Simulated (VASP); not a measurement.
Output of a VASP run:

File OSZICAR:
```
       N       E                     dE             d eps       ncg     rms          rms(c)
DAV:   1     0.475178735682E+02    0.47518E+02   -0.54062E+03   192   0.765E+02
DAV:   2    -0.858765762938E+01   -0.56106E+02   -0.52967E+02   185   0.204E+02
DAV:   3    -0.100703004413E+02   -0.14826E+01   -0.14987E+01   203   0.353E+01
DAV:   4    -0.100756718537E+02   -0.53714E-02   -0.53694E-02   182   0.219E+00
DAV:   5    -0.100756998127E+02   -0.27959E-04   -0.27959E-04   136   0.167E-01    0.990E+00
DAV:   6    -0.909617403944E+01    0.97953E+00   -0.85267E-01   185   0.929E+00    0.490E+00
DAV:   7    -0.886055641469E+01    0.23562E+00   -0.12596E-01   176   0.544E+00    0.154E+00
DAV:   8    -0.883278578792E+01    0.27771E-01   -0.13134E-02   176   0.207E+00    0.954E-02
DAV:   9    -0.883252420230E+01    0.26159E-03   -0.15264E-03   129   0.452E-01
   1 F= -.88325242E+01 E0= -.88395106E+01  d E =0.209593E-01
```

### OUTCAR
```
------------------------ aborting loop because EDIFF is reached ----------------------------------------
  FORCE on cell =-STRESS in cart. coord.  units (eV):
  Direction    XX          YY          ZZ          XY          YZ          ZX
  --------------------------------------------------------------------------------------
  Total      -38.3712503    -38.3710363    -38.3786194      0.0025750      0.0021263      0.0023115
  in kB    -2573.4616721  -2573.4473165  -2573.9558978      0.1726994      0.1426048      0.1550281
  external PRESSURE =   -2573.6216288 kB  Pullay stress =       0.0000000 kB
  volume of cell :       23.89
      direct lattice vectors                 reciprocal lattice vectors
     0.000000000  2.285895000  2.285895000    -0.218732706  0.218732706  0.218732706
     2.285895000  0.000000000  2.285895000     0.218732706 -0.218732706  0.218732706
     2.285895000  2.285895000  0.000000000     0.218732706  0.218732706 -0.218732706
  FREE ENERGIE OF THE ION-ELECTRON SYSTEM (eV)
  ---------------------------------------------------
  free  energy   TOTEN  =        -8.8325242023 eV

  energy  without entropy=       -8.8534835217  energy(sigma->0) =       -8.83951064
```
(Selected blocks of OUTCAR.)

POSCAR:
```
NaF
1
    0.0000000000     2.2858950000     2.2858950000
    2.2858950000     0.0000000000     2.2858950000
    2.2858950000     2.2858950000     0.0000000000
Na F
1 1
Direct
 -0.0009370000  -0.0013100000  -0.0037460000
  0.5009370000   0.5013100000   0.5037460000
```

### Question
Write an INCAR and KPOINTS that could have produced this output.

### Answer
Several could match; the one computed here: the input of the run itself, LDA (Ceperley-Alder, Perdew-Zunger), plane waves, VASP's LDA PAW potentials (set 64).

**KPOINTS**
```
kpoints
0
Gamma
2 2 2
0 0 0
```

### INCAR
```
! general
SYSTEM = NaF
PREC   = Accurate
ENCUT  = 200   ! plane-wave cut-off (eV)
LREAL  = .FALSE.   ! projection in real space or not
LASPH  = .TRUE.

! electronic loop
EDIFF  = 1E-03
NELM   = 100   ! most electronic steps
ALGO   = Normal

! smearing
ISMEAR = 1   ! Methfessel-Paxton
SIGMA  = 0.2

! ions
ISIF   = 2

! output
LWAVE  = .FALSE.
LCHARG = .FALSE.
```

POTCAR, in this order: Na_pv F (LDA.64 set). Program: vasp_std.

At this cut-off the stress carries a Pulay error, which pulls relaxed volumes low.

The structure comes from a computed database's NaF entry; how it stands against other phases isn't given here. The cell was not relaxed at this level, atoms are displaced from their ideal sites. The k-mesh is coarse (spacing up to 1.19 per Å, 2π included), so the numbers may not be converged in it. The run is one of a series of settings (EDIFF = 1E-03, ENCUT = 200, GGA removed, ISMEAR = 1, SIGMA = 0.2, KPOINTS 2×2×2 Γ-centred mesh, POTCAR Na_pv F (LDA.64 set) against the base run), some of them coarse on purpose.
